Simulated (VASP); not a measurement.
## Ni₂Ge (space group P6_3/mmc): computed properties

Computed with r2SCAN meta-GGA, VASP's PBE PAW potentials (set 64) (plane waves; VASP).

| Property | Value |
|---|---|
| space group | P6_3/mmc (194) |
| cell | a = 3.977 Å, b = 3.977 Å, c = 5.029 Å, α = 90.00°, β = 90.00°, γ = 120.00° |
| volume per atom | 11.48 Å^3/atom |
| band gap (over mesh and band path) | none (metal, semimetal or under 0.01 eV) |
| band gap with spin-orbit coupling | none (metallic) |
| density | 9.16 g/cm³ |

```
Ni2Ge
1.0
    3.97664     0.00000     0.00000
   -1.98832     3.44387     0.00000
    0.00000     0.00000     5.02854
Ni Ge
4 2
Direct
  0.66667   0.33333   0.25000
  0.33333   0.66667   0.75000
  0.00000   0.00000   0.00000
  0.00000   0.00000   0.50000
  0.66667   0.33333   0.75000
  0.33333   0.66667   0.25000
```

The structure comes from a computed database's Ni2Ge entry (P6_3/mmc); how it stands against other phases isn't given here. It was relaxed first. Symmetry was kept, so distortions that lower it aren't found. The run is not spin-polarised, so no magnetic state was tried.
